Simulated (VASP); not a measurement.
Input:

```
KTaO3
1.0
    3.85929     0.00000     0.00000
    0.00000     3.85929     0.00000
    0.00000     0.00000     3.85929
K Ta O
1 1 3
Direct
  0.00000   0.00000   0.00000
  0.50000   0.50000   0.50000
  0.50000   0.00000   0.50000
  0.00000   0.50000   0.50000
  0.50000   0.50000   0.00000
```

Calculation: LDA (Ceperley-Alder, Perdew-Zunger), VASP's LDA PAW potentials (set 64) (plane waves; VASP). Settings: 620 eV cut-off, 6×6×6 Γ-centred mesh, Gaussian smearing of 0.050 eV, potentials K_sv Ta_pv O.

Energy and stress use the plane-wave basis of the starting cell.

Question: The ions, cell shape and volume at an external pressure of 30.0 GPa are relaxed. Predict the relaxed structure.

Answer: 
```
KTaO3
1.0
    3.81870     0.00000     0.00000
    0.00000     3.81870     0.00000
    0.00000     0.00000     3.81870
K Ta O
1 1 3
Direct
  0.00000   0.00000   0.00000
  0.50000   0.50000   0.50000
  0.50000   0.00000   0.50000
  0.00000   0.50000   0.50000
  0.50000   0.50000   0.00000
```
Space group Pm-3m (221), at a tolerance of 0.03 Å.

Question: How do energy and volume change from the first to the last step?

Answer: The energy (σ→0) changes by +55.4 meV/atom and the volume by -3.1 %, in 4 ionic steps.

| step | E(σ→0) (eV) | max force (eV/Å) | pressure (GPa) | volume (Å³) |
|---|---|---|---|---|
| 1 | -44.7954 | 0.000 | 19.76 | 57.48 |
| 2 | -43.3819 | 0.000 | 60.65 | 51.58 |
| 3 | -44.5270 | 0.000 | 29.69 | 55.73 |
| 4 | -44.5185 | 0.000 | 29.96 | 55.69 |

The compound is KTaO3 in the cubic perovskite structure. This run relaxes it under an external pressure of 30 GPa. Symmetry was kept, so distortions that lower it aren't found.
